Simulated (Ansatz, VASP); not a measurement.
# Ge2Sb2Te5 in two plane-wave programs, part 2 of 2

Aim: how closely do two programs agree when they are given the same cell, functional and k mesh? The cell is taken from a series of runs on this material, whose earlier steps may have relaxed, scaled, displaced or heated it; both programs get it as it stands.

VASP 6.6.1 and Ansatz 0.2.0.

So far: Set-up; Ansatz: single point, HSE06.

### 3. VASP: single point, HSE06

Level of this step: HSE06; plane waves and PAW (Ge_d, Sb, Te) (VASP).

The same cell, functional and mesh now go to VASP, with its own data sets.

Lines of VASP's logs that name or quote its potential files are left out, and so is its time.

The run reads the wave functions of an earlier VASP run, which isn't shown here.

The input, INCAR:

```
SYSTEM = Ge2Sb2Te5
PREC = Accurate
ENCUT = 410
EDIFF = 1E-06
NELM = 100
ISMEAR = 0
SIGMA = 0.01
LREAL = .FALSE.
ALGO = Normal
LHFCALC = .TRUE.
AEXX = 0.25
GGA = PE
HFSCREEN = 0.208
LASPH = .TRUE.
NBANDS = 43
PRECFOCK = Fast
LORBIT = 11
LWAVE = .FALSE.
LCHARG = .FALSE.
KPAR = 8
NCORE = 2
ISIF = 2
```

The input, POSCAR:

```
Ge2Sb2Te5
1.0
    4.3370050691      0.0000000000      0.0000000000
   -2.1685025345      3.7559565662      0.0000000000
    0.0000000000      0.0000000000     17.2723594600
Ge Sb Te
2 2 5
Direct
    0.3333333333      0.6666666667      0.9006745716
    0.6666666667      0.3333333333      0.0993254284
    0.0000000000      0.0000000000      0.6877389349
    0.0000000000      0.0000000000      0.3122610651
    0.0000000000      0.0000000000      0.0000000000
    0.6666666667      0.3333333333      0.8045932636
    0.3333333333      0.6666666667      0.1954067364
    0.3333333333      0.6666666667      0.5899588582
    0.6666666667      0.3333333333      0.4100411418
```

The input, KPOINTS:

```
Automatic mesh
0
Gamma
6 6 2
0 0 0
```

Potentials, in the order of the species: Ge_d, Sb and Te (PBE family, release 64).

On the command line:

```sh
> mpirun -np 16 vasp_std
```

Numbers of over 12 decimals in the logs are rounded to 6 here.

The log of the run:

```text
[banner, memory and clock lines left out]
running   16 mpi-ranks, on    1 nodes
 distrk:  each k-point on    2 cores,    8 groups
 distr:  one band on    2 cores,    1 groups

 POSCAR found type information on POSCAR GeSbTe
 POSCAR found :  3 types and       9 ions
 LDA part: xc-table for (Slater+PW92), standard interpolation
 found WAVECAR, reading the header
 POSCAR, INCAR and KPOINTS ok, starting setup
 FFT: planning ... GRIDC
 FFT: planning ... GRID_SOFT
 FFT: planning ... GRID
 reading WAVECAR
 the WAVECAR file was read successfully
 initial charge from wavefunction
 entering main loop
       N       E                     dE             d eps       ncg     rms          rms(c)
DAV:   1    -0.412290943595E+02   -0.41229E+02   -0.79290E+00  1210   0.165E+01    0.269E+01
DAV:   2    -0.412522798547E+02   -0.23185E-01   -0.21465E-01  1310   0.287E+00    0.175E+01
DAV:   3    -0.412393776033E+02    0.12902E-01   -0.24453E-02  1287   0.111E+00    0.113E+01
DAV:   4    -0.412375475894E+02    0.18300E-02   -0.81342E-03  1310   0.483E-01    0.691E+00
DAV:   5    -0.412371130355E+02    0.43455E-03   -0.15022E-03  1385   0.221E-01    0.415E+00
DAV:   6    -0.412369469546E+02    0.16608E-03   -0.33382E-04  1361   0.105E-01    0.249E+00
DAV:   7    -0.412369053724E+02    0.41582E-04   -0.83765E-05  1335   0.490E-02    0.150E+00
DAV:   8    -0.412369032290E+02    0.21434E-05   -0.31488E-05  1259   0.231E-02    0.905E-01
DAV:   9    -0.412369086098E+02   -0.53808E-05   -0.74400E-06  1209   0.120E-02    0.543E-01
DAV:  10    -0.412369132479E+02   -0.46381E-05   -0.20469E-06   955   0.699E-03    0.325E-01
DAV:  11    -0.412369168859E+02   -0.36381E-05   -0.97471E-07   662   0.478E-03    0.195E-01
DAV:  12    -0.412369192517E+02   -0.23658E-05   -0.32399E-07   662   0.370E-03    0.117E-01
DAV:  13    -0.412369207066E+02   -0.14549E-05   -0.14897E-07   653   0.258E-03    0.698E-02
DAV:  14    -0.412369215940E+02   -0.88736E-06   -0.80182E-08   650   0.198E-03
   1 F= -.41236922E+02 E0= -.41236922E+02  d E =-.659013E-23
```

OUTCAR, selected parts (step 3):

```text
ion  position               nearest neighbor table
   1  0.333  0.667  0.901-   6 3.00   6 3.00   6 3.00   5 3.04   5 3.04   5 3.04
   2  0.667  0.333  0.099-   7 3.00   7 3.00   7 3.00   5 3.04   5 3.04   5 3.04
   3  0.000  0.000  0.688-   8 3.02   8 3.02   8 3.02   6 3.22   6 3.22   6 3.22
   4  0.000  0.000  0.312-   9 3.02   9 3.02   9 3.02   7 3.22   7 3.22   7 3.22
   5  0.000  0.000  0.000-   1 3.04   2 3.04   1 3.04   2 3.04   2 3.04   1 3.04
   6  0.667  0.333  0.805-   1 3.00   1 3.00   1 3.00   3 3.22   3 3.22   3 3.22
   7  0.333  0.667  0.195-   2 3.00   2 3.00   2 3.00   4 3.22   4 3.22   4 3.22
   8  0.333  0.667  0.590-   3 3.02   3 3.02   3 3.02
   9  0.667  0.333  0.410-   4 3.02   4 3.02   4 3.02

  LATTYP: Found a hexagonal cell.
 ALAT       =     4.3370050691
 C/A-ratio  =     3.9825545935

 Subroutine GETGRP returns: Found 12 space group operations
 (whereof 12 operations were pure point group operations)

The static configuration has the point symmetry D_3d.

 Found     14 irreducible k-points:

   k-points           NKPTS =     14   k-points in BZ     NKDIM =     72   number of bands    NBANDS=     43

   dimension x,y,z NGX =    30 NGY =   30 NGZ =  120
   dimension x,y,z NGXF=    60 NGYF=   60 NGZF=  240

   ENCUT  =  410.0 eV  30.13 Ry    5.49 a.u.   7.16  7.16 28.52*2*pi/ulx,y,z

   NELECT =      68.0000    total number of electrons

 k-points in reciprocal lattice and weights: Automatic mesh
   0.00000000  0.00000000  0.00000000       0.014
   0.16666667 -0.00000000  0.00000000       0.083
   0.33333333 -0.00000000  0.00000000       0.083
   0.50000000  0.00000000  0.00000000       0.042
   0.16666667  0.16666667  0.00000000       0.083
   0.33333333  0.16666667  0.00000000       0.167
   0.33333333  0.33333333  0.00000000       0.028
   0.00000000  0.00000000  0.50000000       0.014
   0.16666667 -0.00000000  0.50000000       0.083
[...]
0.33333333  0.16666667  0.50000000       0.167
   0.33333333  0.33333333  0.50000000       0.028

  exchange ACFDT corr.  =         0.00000000  see jH, gK, PRB 81, 115126

 average (electrostatic) potential at core
       1 -66.9722       2 -66.9722       3 -84.1356       4 -84.1356       5 -84.7611
       6 -84.8468       7 -84.8468       8 -85.1164       9 -85.1164

 E-fermi :   5.4704

 k-point     1 :       0.0000    0.0000    0.0000
  band No.  band energies     occupation
    ...
     30       4.0842      2.00000
     31       4.0842      2.00000
     32       4.4515      2.00000
     33       4.7658      2.00000
     34       5.4041      2.00000
     35       6.1383      0.00000
     36       6.1698      0.00000
     37       6.1698      0.00000
     38       6.7460      0.00000
     39       6.7654      0.00000
    ...

 k-point     2 :       0.1667   -0.0000    0.0000
  band No.  band energies     occupation
    ...
     30       3.9614      2.00000
     31       4.3339      2.00000
     32       4.3344      2.00000
     33       4.8644      2.00000
     34       5.2915      2.00000
     35       6.4327      0.00000
     36       6.5493      0.00000
     37       7.0938      0.00000
     38       7.1306      0.00000
     39       7.1932      0.00000
    ...

 k-point     3 :       0.3333   -0.0000    0.0000
  band No.  band energies     occupation
    ...
     30       3.4424      2.00000
     31       3.6707      2.00000
     32       4.1218      2.00000
     33       4.3652      2.00000
     34       4.9255      2.00000
     35       6.7677      0.00000
     36       6.8293      0.00000
     37       7.2638      0.00000
     38       7.5431      0.00000
     39       7.6362      0.00000
    ...

  Total       -4.7211024     -4.7211024     -2.8144752     -0.0000000      0.0000000      0.0000000
  in kB      -26.8838733    -26.8838733    -16.0267643     -0.0000000      0.0000000      0.0000000
  external PRESSURE =     -23.2648370 kB  Pullay stress =       0.0000000 kB

  energy-cutoff  :      410.00
  volume of cell :      281.36
      direct lattice vectors                 reciprocal lattice vectors
     4.337005069  0.000000000  0.000000000     0.230573860  0.133121880  0.000000000
    -2.168502534  3.755956566  0.000000000     0.000000000  0.266243760  0.000000000
     0.000000000  0.000000000 17.272359460     0.000000000  0.000000000  0.057895970

 POSITION                                       TOTAL-FORCE (eV/Angst)
 -----------------------------------------------------------------------------------
     -0.00000      2.50397     15.55677         0.000000      0.000000     -0.016546
      2.16850      1.25199      1.71558        -0.000000     -0.000000      0.016546
      0.00000      0.00000     11.87887         0.000000     -0.000000     -0.166599
      0.00000      0.00000      5.39349        -0.000000      0.000000      0.166599
      0.00000      0.00000      0.00000         0.000000      0.000000      0.000000
      2.16850      1.25199     13.89722         0.000000     -0.000000     -0.073728
     -0.00000      2.50397      3.37514         0.000000      0.000000      0.073728
     -0.00000      2.50397     10.18998         0.000000      0.000000      0.379316
      2.16850      1.25199      7.08238         0.000000     -0.000000     -0.379316
 -----------------------------------------------------------------------------------
    total drift:                                0.000000     -0.000000      0.000011

  FREE ENERGIE OF THE ION-ELECTRON SYSTEM (eV)
  ---------------------------------------------------
  free  energy   TOTEN  =       -41.2369215940 eV

  energy  without entropy=      -41.2369215940  energy(sigma->0) =      -41.23692159

 total charge
# of ion       s       p       d       tot
------------------------------------------
    1        1.352   0.697  10.011  12.060
    2        1.352   0.697  10.011  12.060
    3        1.333   1.034   0.051   2.418
    4        1.333   1.034   0.051   2.418
    5        1.339   2.083   0.029   3.452
    6        1.344   2.077   0.029   3.450
    7        1.344   2.077   0.029   3.450
    8        1.364   2.020   0.024   3.409
    9        1.364   2.020   0.024   3.409
--------------------------------------------------
tot         12.125  13.738  20.261  46.124

[... 3 further parts left out ...]
```

The run ends at a pressure of -2.33 GPa, with forces up to 0.38 eV/Å.

### 4. Differences

Known differences besides the potentials themselves: exact exchange at q = 0 is treated differently, which shows on coarse meshes; VASP keeps PBE cores, Ansatz makes them for the functional; fixed occupations in Ansatz, narrow Gaussian smearing in VASP; the data sets hold 138 valence electrons in Ansatz (on its PAW soft_1 files) and 68 in VASP; the cutoff is 420 eV in Ansatz and 410 eV in VASP; VASP takes a coarser grid for exact exchange (PRECFOCK = Fast). Total energies have different zeros and are not compared.

Compared:

| quantity | Ansatz | VASP | difference |
| --- | --- | --- | --- |
| gap on the k mesh (eV) | 0.761 | 0.734 | +0.027 |

A gap on the mesh is an upper bound, since the band edges may lie between its points.

### 5. Summary of results

| Property | Result |
| --- | --- |
| difference in gap on the k mesh (single point, HSE06) | 0.027 eV |

**Reading.** The difference in gap on the k mesh is 0.027 eV (single point, HSE06), within the 0.08 eV picked in this series as the mark of a large difference. The data sets hold unlike numbers of valence electrons (138 in Ansatz and 68 in VASP), so part of the differences comes from the potentials. Such differences can come from data sets, numerical settings and the points named under the comparisons, not from the functional's error against experiment.

[Lines on the potential files, build, host, timing and source positions are cut from VASP's logs without a mark.]

[Logs are printed without paths, hosts, clocks, repeated set-up lines and the standing remarks that a program may print on its own settings, such as how far it seeks lower states.]

[Hosts, paths, dates, database ids (printed as entryN), source tags and the programs' standing remarks are cut or masked in the printed files.]
